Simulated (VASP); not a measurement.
A VASP calculation is set up with these files.

### INCAR
```
# general
SYSTEM   =  Cs
PREC     =  Accurate
ENCUT    =  400
LREAL    =  .False.
LASPH    =  .True.

# electronic loop
EDIFF    =  1E-6
NELM     =  100   # most electronic steps
ALGO     =  Normal
LMAXMIX  =  4

# smearing
ISMEAR   =  1
SIGMA    =  0.1   # width (eV)

# functional
GGA      =  PE   # PBE

# ions
IBRION   =  2   # conjugate gradients
NSW      =  60
ISIF     =  3   # ions, shape and volume
EDIFFG   =  -0.01   # ionic stop

# output
LWAVE    =  .False.
LCHARG   =  .False.
```

**POSCAR**
```
Cs
1
   -3.0731853703     3.0731853703     3.0731853703
    3.0731853703    -3.0731853703     3.0731853703
    3.0731853703     3.0731853703    -3.0731853703
Cs
1
Direct
  0.0000000000   0.0000000000   0.0000000000
```

KPOINTS:
```
Automatic mesh
0
Gamma
8 8 8
0 0 0
```

POTCAR, in this order: Cs_sv (PBE.64 set). Program: vasp_std.

Problem. Write an equivalent input for Ansatz.

Solution. One equivalent input (not run):
Ansatz 0.2 input:
```yaml
crystal:
  lattice:
    - [-3.0731854, 3.0731854, 3.0731854]
    - [3.0731854, -3.0731854, 3.0731854]
    - [3.0731854, 3.0731854, -3.0731854]
  atoms:
    - { symbol: Cs, position: [0.0000000, 0.0000000, 0.0000000] }
kpoints:
  mp_grid: { grid: [8, 8, 8] }
hamiltonian:
  xc: pbe
  pseudopotentials: { kind: paw }
scf:
  occupations: { method: methfessel_paxton, width: 0.1 }
  max_iter: 100
relax:
  max_steps: 60
  f_tol: 0.01
  cell: {}
output: { forces: true, stress: true, eigenvalues: true }
```
The two are equivalent in intent, not identical: each code has its own PAW files, so the cut-off isn't converted (ENCUT is set for VASP's; basis.ecutwfc is left out, and Ansatz then takes the one that its files recommend); Ansatz stops its SCF on the density residual and VASP on the energy change (EDIFF).

The compound is Cs in the bcc structure. It was relaxed first. The start is the result of an earlier pass.
